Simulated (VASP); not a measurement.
Output of a VASP run:

OUTCAR:
```
 ion  position               nearest neighbor table
   1  0.000  0.000  0.000-   3 2.45   4 2.45   3 2.45   4 2.45   4 2.45   3 2.45   2 3.28   2 3.28
  LATTYP: Found a hexagonal cell.
 ALAT       =     3.1639444936
 C/A-ratio  =     2.0702758153
 Subroutine PRICEL returns:
 Original cell was already a primitive cell.
 Subroutine GETGRP returns: Found 24 space group operations
The static configuration has the point symmetry D_3d.
 The point group associated with its full space group is D_6h.
The dynamic configuration has the point symmetry D_3d.
 Subroutine INISYM returns: Found 24 space group operations
 Subroutine IBZKPT returns following result:
 Found     48 irreducible k-points:

 Following reciprocal coordinates:
            Coordinates               Weight
  0.000000  0.000000  0.000000      1.000000
  0.090909  0.000000  0.000000      6.000000
  0.181818 -0.000000  0.000000      6.000000
  0.272727 -0.000000  0.000000      6.000000
  0.363636 -0.000000  0.000000      6.000000
  0.454545 -0.000000  0.000000      6.000000
  0.090909  0.090909  0.000000      6.000000
  0.181818  0.090909  0.000000     12.000000
  0.272727  0.090909  0.000000     12.000000
  0.363636  0.090909  0.000000     12.000000
  0.454545  0.090909  0.000000      6.000000
  0.181818  0.181818  0.000000      6.000000
  0.272727  0.181818  0.000000     12.000000
  0.363636  0.181818  0.000000     12.000000
  0.272727  0.272727  0.000000      6.000000
  0.363636  0.272727  0.000000      6.000000
  0.000000  0.000000  0.200000      2.000000
  0.090909  0.000000  0.200000     12.000000
  0.181818 -0.000000  0.200000     12.000000
  0.272727 -0.000000  0.200000     12.000000
  0.363636 -0.000000  0.200000     12.000000
  0.454545 -0.000000  0.200000     12.000000
  0.090909  0.090909  0.200000     12.000000
  0.181818  0.090909  0.200000     24.000000
  0.272727  0.090909  0.200000     24.000000
  0.363636  0.090909  0.200000     24.000000
  0.454545  0.090909  0.200000     12.000000
  0.181818  0.181818  0.200000     12.000000
  0.272727  0.181818  0.200000     24.000000
  0.363636  0.181818  0.200000     24.000000
  0.272727  0.272727  0.200000     12.000000
  0.363636  0.272727  0.200000     12.000000
  0.000000  0.000000  0.400000      2.000000
  0.090909  0.000000  0.400000     12.000000
  0.181818 -0.000000  0.400000     12.000000
  0.272727 -0.000000  0.400000     12.000000
  0.363636 -0.000000  0.400000     12.000000
  0.454545 -0.000000  0.400000     12.000000
  0.090909  0.090909  0.400000     12.000000
  0.181818  0.090909  0.400000     24.000000
   k-points           NKPTS =     48   k-points in BZ     NKDIM =     48   number of bands    NBANDS=     24
   number of dos      NEDOS =    301   number of ions     NIONS =      4
   total plane-waves  NPLWV =  42336
   dimension x,y,z NGX =    28 NGY =   28 NGZ =   54
   dimension x,y,z NGXF=    56 NGYF=   56 NGZF=  108
   ions per type =               2   2
   PREC   = accura    normal or accurate (medium, high low for compatibility)
   ISTART =      0    job   : 0-new  1-cont  2-samecut
   ICHARG =      2    charge: 1-file 2-atom 10-const
   ISPIN  =      1    spin polarized calculation?
   LNONCOLLINEAR =      F non collinear calculations
   LSORBIT =      F    spin-orbit coupling
   INIWAV =      1    electr: 0-lowe 1-rand  2-diag
   ENCUT  =  620.0 eV  45.57 Ry    6.75 a.u.   6.42  6.42 13.30*2*pi/ulx,y,z
   NELM   =    100;   NELMIN=  2; NELMDL= -5     # of ELM steps
   EDIFF  = 0.1E-05   stopping-criterion for ELM
   LREAL  =      F    real-space projection
   NLSPLINE    = F    spline interpolate recip. space projectors
   LMAXMIX     =    4 max onsite mixed and CHGCAR
   VOSKOWN=      0    Vosko Wilk Nusair interpolation
   EDIFFG = -.2E-01   stopping-criterion for IOM
   NSW    =     40    number of steps for IOM
   NBLOCK =      1;   KBLOCK =     40    inner block; outer block
...
```

**OSZICAR**
```
       N       E                     dE             d eps       ncg     rms          rms(c)
DAV:   1     0.431670275777E+03    0.43167E+03   -0.22984E+04  2360   0.300E+03
DAV:   2     0.369616101239E+02   -0.39471E+03   -0.38900E+03  2400   0.642E+02
DAV:   3    -0.221831392549E+02   -0.59145E+02   -0.58131E+02  2792   0.206E+02
DAV:   4    -0.247633024754E+02   -0.25802E+01   -0.25721E+01  2640   0.448E+01
DAV:   5    -0.248317473076E+02   -0.68445E-01   -0.68434E-01  3120   0.760E+00    0.101E+01
DAV:   6    -0.222099123790E+02    0.26218E+01   -0.20850E+01  3680   0.525E+01    0.563E+00
DAV:   7    -0.219885839273E+02    0.22133E+00   -0.23507E+00  2648   0.103E+01    0.214E+00
DAV:   8    -0.219657299733E+02    0.22854E-01   -0.37641E-01  2664   0.385E+00    0.665E-01
DAV:   9    -0.219529117164E+02    0.12818E-01   -0.53526E-02  3552   0.204E+00    0.145E-01
DAV:  10    -0.219533951352E+02   -0.48342E-03   -0.63869E-03  3064   0.720E-01    0.105E-01
DAV:  11    -0.219532342499E+02    0.16089E-03   -0.95595E-04  3192   0.234E-01    0.191E-02
DAV:  12    -0.219532409371E+02   -0.66872E-05   -0.13156E-04  2664   0.755E-02    0.189E-02
DAV:  13    -0.219532364210E+02    0.45161E-05   -0.20085E-05  2520   0.331E-02    0.319E-03
DAV:  14    -0.219532364544E+02   -0.33461E-07   -0.10063E-06  1504   0.874E-03
   1 F= -.18408901E+02 E0= -.18408867E+02  d E =-.184089E+02
```

**OUTCAR**
```
------------------------ aborting loop because EDIFF is reached ----------------------------------------
  FORCE on cell =-STRESS in cart. coord.  units (eV):
  Direction    XX          YY          ZZ          XY          YZ          ZX
  --------------------------------------------------------------------------------------
  Total        3.5028094      3.5028088      3.5485546      0.0000000     -0.0000000     -0.0000000
  in kB       98.8283889     98.8283723    100.1190469      0.0000000     -0.0000000     -0.0000000
  external PRESSURE =      -0.7413973 kB  Pullay stress =     100.0000000 kB
  volume of cell :       56.79
      direct lattice vectors                 reciprocal lattice vectors
     3.163944494  0.000000000  0.000000000     0.316061170  0.182478017  0.000000000
    -1.581972247  2.740056078  0.000000000     0.000000000  0.364956034  0.000000000
     0.000000000  0.000000000  6.550237766     0.000000000  0.000000000  0.152666214
 POSITION                                       TOTAL-FORCE (eV/Angst)
 -----------------------------------------------------------------------------------
      0.00000      0.00000      0.00000        -0.000000      0.000000      0.000000
      0.00000      0.00000      3.27512        -0.000000      0.000000      0.000000
     -0.00000      1.82670      1.63756        -0.000000      0.000000     -0.000000
      1.58197      0.91335      4.91268         0.000000     -0.000000      0.000000
 -----------------------------------------------------------------------------------
    total drift:                               -0.000000      0.000000      0.000000
  FREE ENERGIE OF THE ION-ELECTRON SYSTEM (eV)
  ---------------------------------------------------
  free  energy   TOTEN  =       -21.9532364544 eV

  energy  without entropy=      -21.9531324485  energy(sigma->0) =      -21.95320179
  enthalpy is  TOTEN    =       -18.4089012429 eV   P V=        3.5443352115

 reached required accuracy - stopping structural energy minimisation
```
(Selected blocks of OUTCAR.)

POSCAR:
```
SnO
1
    3.1639444936     0.0000000000    -0.0000000000
   -1.5819722467     2.7400560778     0.0000000000
    0.0000000000     0.0000000000     6.5502377659
Sn O
2 2
Direct
  0.0000000000   0.0000000000   0.0000000000
  0.0000000000   0.0000000000   0.5000000000
  0.3333330000   0.6666670000   0.2500000000
  0.6666670000   0.3333330000   0.7500000000
```

**Question.** Reconstruct the remaining input files.

**Answer.** One answer among several that fit: the input of the run itself, PBEsol GGA, plane waves, VASP's PBE PAW potentials (set 64).

KPOINTS:
```
Automatic
0
Gamma
 11 11 5
```

### INCAR
```
# general
SYSTEM  = SnO
PREC    = Accurate
ENCUT   = 620
LREAL   = F
LASPH   = T

# electronic loop
EDIFF   = 1E-6
NELM    = 100
ALGO    = Normal
LMAXMIX = 4

# smearing
ISMEAR  = 1
SIGMA   = 0.1

# functional
GGA     = PS

# ions
IBRION  = 2
NSW     = 40
ISIF    = 3
EDIFFG  = -0.02
PSTRESS = 100

# output
LWAVE   = F
LCHARG  = F
```

POTCAR, in this order: Sn_d O (PBE.64 set). Program: vasp_std.

The structure was generated: SnO was put into the NiAs type type (P6_3/mmc), which need not be its known phase. It was relaxed first under an external pressure of 10 GPa.
